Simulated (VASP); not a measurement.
Write the native input for VASP 6.6.1 that does the following.

* Task: electrostatic potential
* Functional: AM05
* Potentials or basis: VASP PAW PBE potentials, release 64 (Y_sv, Rb_sv, Mg)
* Cutoff: 520 eV
* k mesh: 5 × 5 × 5
* Occupations: tetrahedron
* Spin: no spin polarisation
* Further INCAR settings: ALGO = Normal; EDIFF = 1e-06

The structure of RbYMg6 lies in POSCAR:

```
RbYMg6
1.0
    5.4724020000      0.0000000000      0.0000000000
    0.0000000000      3.5283340000      5.8827210000
    0.0000000000     -3.5283340000      5.8827210000
Y Rb Mg
1 1 6
Cartesian
    2.7362010000      0.0000000000      4.1103630517
    0.0000000000      0.0000000000      1.7454386170
    0.0000000000      0.0000000000      7.8276309207
    0.0000000000     -1.6600388070      4.8292903851
    0.0000000000      1.6600388070      4.8292903851
    2.7362010000      0.0000000000      9.9110200937
    2.7362010000     -1.6525375689      6.9043731561
    2.7362010000      1.6525375689      6.9043731561
```

The cell comes from a database or a generator and needn't be the stable form of this composition.

These files were run (other wordings do the same):

INCAR

```
PREC = Accurate
ENCUT = 520
EDIFF = 1E-6
ISMEAR = -5
SIGMA = 0.05
LREAL = False
LASPH = True
NELM = 80
ALGO = Normal
ISIF = 2
LWAVE = False
LCHARG = True
GGA = AM
LVHAR = True
```

KPOINTS

```
regular mesh
0
Gamma
  5 5 5
```

Potentials or basis: VASP PAW PBE potentials, release 64 (Y_sv, Rb_sv, Mg).

Command:

```bash
$ cat potpaw_PBE.64/Y_sv/POTCAR potpaw_PBE.64/Rb_sv/POTCAR potpaw_PBE.64/Mg/POTCAR > POTCAR
$ mpirun -np 1 vasp_std > vasp.out
```

It gave:

* Pressure: -0.7 GPa
* Largest force: 0.138 eV/Å
* Band gap on the k mesh: none (metal or under the smearing width)

Caveat: the PAW data sets were made with another functional, which shifts forces and pressure a little; tetrahedron occupations give inexact forces and stress in metals.

It took 97 s on 1 thread of Intel(R) Xeon(R) 6975P-C (Granite Rapids) (shared host), peak memory 0.44 GiB.
